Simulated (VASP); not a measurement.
VASP runs on MgSe (rock salt) share one base input (PBE GGA, plane waves, VASP's PBE PAW potentials (set 64)) and change the settings named in each case.

INCAR:
```
ALGO  =  Normal
EDIFF  =  1E-6
ENCUT  =  400
GGA  =  PE
ISIF  =  2
ISMEAR  =  0
LASPH  =  T
LCHARG  =  F
LMAXMIX  =  4
LREAL  =  F
LWAVE  =  F
NELM  =  100
PREC  =  Accurate
SIGMA  =  0.05
SYSTEM  =  MgSe
```

### KPOINTS
```
Automatic mesh
0
Gamma
7 7 7
0 0 0
```

**POSCAR**
```
MgSe
1
    0.0000000000     2.7846000000     2.7846000000
    2.7846000000     0.0000000000     2.7846000000
    2.7846000000     2.7846000000     0.0000000000
Mg Se
1 1
Direct
  0.0000000000   0.0000000000   0.0000000000
  0.5000000000   0.5000000000   0.5000000000
```

POTCAR, in this order: Mg Se (PBE.64 set). Program: vasp_std.

| change | E(σ→0) (eV/atom) | pressure (GPa) | irreducible k-points |
|---|---|---|---|
| base run | -3.7399 | -2.00 | 20 |
| KGAMMA = .TRUE., KSPACING = 0.3, KPOINTS file removed | -3.7399 | -2.00 | 20 |
| KGAMMA = .TRUE., KSPACING = 0.35, KPOINTS file removed | -3.7382 | -1.98 | 16 |
| KGAMMA = .TRUE., KSPACING = 0.4, KPOINTS file removed | -3.7322 | -1.92 | 10 |
| KGAMMA = .TRUE., KSPACING = 0.6, KPOINTS file removed | -3.7083 | -1.66 | 8 |
| KGAMMA = .TRUE., KSPACING = 0.5, KPOINTS file removed | -3.7083 | -1.66 | 8 |

Left out are runs that ran out of time, are held back, or changed the cell or the kind of run, fixed moments of cells without a moment, rows past the twelfth, gaps on odd meshes, pressures of charged cells and columns that move by less than the noise.

The compound is MgSe in the rock salt structure. The cell was not relaxed at this level.
